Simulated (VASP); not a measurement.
Consider the following.

```yaml
crystal:
  lattice:
    - [0.00000, 2.71550, 2.71550]
    - [2.71550, 0.00000, 2.71550]
    - [2.71550, 2.71550, 0.00000]
  atoms:
    - { symbol: Si, position: [0.00000, 0.00000, 0.00000] }
    - { symbol: Si, position: [0.25000, 0.25000, 0.25000] }
```

All values below come from PBE GGA, VASP's PBE PAW potentials (set 64) (plane waves; VASP). Numerical set-up: 450 eV cut-off, 8×8×8 Γ-centred mesh, Gaussian smearing of 0.050 eV, potentials Si.

Problem. Give the stress tensor in GPa (positive for a compressed cell).

Solution. 
```
1.94  0.00  0.00
0.00  1.94  0.00
0.00  0.00  1.94
```
The pressure is its mean diagonal, 1.94 GPa.

The compound is Si in the diamond structure. The cell was not relaxed at this level. The run is one of a series of settings (ENCUT = 450 against the base run), some of them coarse on purpose.
